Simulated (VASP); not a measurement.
Runs of VASP 6.6.1 on MnSiSe3. Symmetry: Pm-3m, No. 221, cubic system. Conventional cell: a = 4.834 Å, b = 4.834 Å, c = 4.834 Å, α = 90.00°, β = 90.00°, γ = 90.00°. Around Mn (site symmetry m-3m) lie 12 Se at 3.42 Å. Si (site symmetry m-3m) is surrounded by 6 Se at 2.42 Å. Se (site symmetry 4/mmm) has 2 Si at 2.42 Å as nearest neighbours. The cell was built by a generator and needn't be a form met in nature.

```csv
level,potentials or basis,pressure (GPa),moment (μB)
PW91,"VASP PAW PBE potentials, release 64 (Mn_pv, Si, Se)",0.3,(b)
RPBE,"VASP PAW PBE potentials, release 64 (Mn_pv, Si, Se)",1.7,5.28
LDA,"VASP PAW LDA potentials, release 64 (Mn_pv, Si, Se)",(a),5.19
revPBE,"VASP PAW PBE potentials, release 64 (Mn_pv, Si, Se)",(c),5.29
PBE,"VASP PAW PBE potentials, release 64 (Mn_pv, Si, Se)",0.1,5.28
```

Alike in all rows: task band structure; spin collinear, ferromagnetic start; cell as given; k mesh 5 × 5 × 5; cutoff (eV) 520; smearing fermi-dirac 0.05 eV.

Task: Estimate the missing entries.

Result: (a) -4.2; (b) 5.21; (c) 1.3.

Caveats: a cell with one magnetic atom can't hold antiferromagnetic order, which such compounds often take; the PAW data sets were made with another functional, which shifts forces and pressure a little (some runs).
